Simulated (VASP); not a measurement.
Data:

```
KBr
1.0
    0.00000     3.30252     3.30252
    3.30252     0.00000     3.30252
    3.30252     3.30252     0.00000
K Br
1 1
Direct
  0.00000   0.00000   0.00000
  0.50000   0.50000   0.50000
```

Method: vdW-DF-cx, VASP's PBE PAW potentials (set 64) (plane waves; VASP). Run with 520 eV cut-off, Gaussian smearing of 0.050 eV, potentials K_sv Br.

**Question.** Give the energies of bands 6 to 11 at the high-symmetry points, in eV from the valence-band maximum.

**Answer.** 
| band | Γ | X | U | L | W |
|---|---|---|---|---|---|
| 6 | 0.00 | -0.81 | -0.69 | -1.17 | -0.58 |
| 7 | 0.00 | -0.28 | -0.64 | -0.33 | -0.58 |
| 8 | 0.00 | -0.28 | -0.33 | -0.33 | -0.53 |
| 9 | 4.50 | 5.92 | 6.65 | 6.63 | 7.45 |
| 10 | 7.64 | 7.27 | 8.24 | 8.32 | 7.45 |
| 11 | 7.64 | 9.40 | 8.53 | 9.83 | 8.35 |

The gap is direct, 4.51 eV, from the valence maximum at Γ to the conduction minimum at Γ.

Measured: gap 7.40 eV (computed value off by -2.89 eV), as given by Aguado et al., (1998), arXiv:cond-mat/9809176.

The compound is KBr in the rock salt structure. It was relaxed first.
